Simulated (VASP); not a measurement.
Energy against volume of Sb (a7). Level of theory: AM05 GGA, VASP's PBE PAW potentials (set 64) (plane waves; VASP 6.6.1). Run with 520 eV cut-off, 8×8×8 Γ-centred mesh, Gaussian smearing of 0.050 eV, potentials Sb.

Shape and ions are relaxed at each volume.

```tsv
V (Å³/atom)	E (eV/atom)
29.187	-4.26882
30.089	-4.27186
30.992	-4.26839
31.895	-4.25975
```

Fit these four points and predict the energy of the run at 28.284 Å³/atom.

A cubic in V^(−2/3), the third-order Birch-Murnaghan form, passes through the four points with V0 = 30.03 Å³/atom and B0 = 39 GPa, and gives -4.2576 eV/atom there. The run gave -4.2572 eV/atom, +0.4 meV/atom from the fit; all five points give B0 = 40 GPa.

The compound is Sb in the a7 structure. It was relaxed first.
